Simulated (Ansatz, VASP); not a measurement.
# HfAlO in VASP and in Ansatz

```
Hf Al O
1.0
     3.94812    0.00000    0.00000
     0.00000    3.94812    0.00000
     0.00000    0.00000    5.81734
Hf Al O
2 2 2
Direct
  0.50000 0.50000 0.25000
  0.50000 0.50000 0.75000
  0.00000 0.00000 0.75000
  0.00000 0.00000 0.25000
  0.00000 0.50000 0.00000
  0.50000 0.00000 0.50000
```

Alike in both runs: task relaxation of cell and atoms; functional PBE; k mesh 10 × 10 × 8; occupations gaussian, width 0.1 eV; no spin polarisation.

|  | VASP | Ansatz |
| --- | --- | --- |
| version | VASP 6.6.1 | Ansatz 0.2.0 |
| potentials or method | VASP PAW PBE potentials, release 64 (Hf_pv, Al, O) | scalar-relativistic, plane waves, PAW |
| plane-wave cutoff (eV) | 600 | 420 |
| valence electrons in the cell | 38 | 70 |

Ansatz gave:

- gap on the k mesh at the Fermi level, each at its own relaxed structure (eV): none
- relaxed volume (Å³/atom): 15.15
- relaxed cell length with the largest relative difference (Å): 5.856

Problem. Which values does VASP return?

Solution. gap on the k mesh at the Fermi level, each at its own relaxed structure (eV): none; relaxed volume (Å³/atom): 15.04; relaxed cell length with the largest relative difference (Å): 5.833.

A gap of «none» marks a metal or a gap that the smearing closes. The two sets of potentials don't hold the same shells in valence.

Spin-orbit coupling is left out, which matters for the levels of Hf.
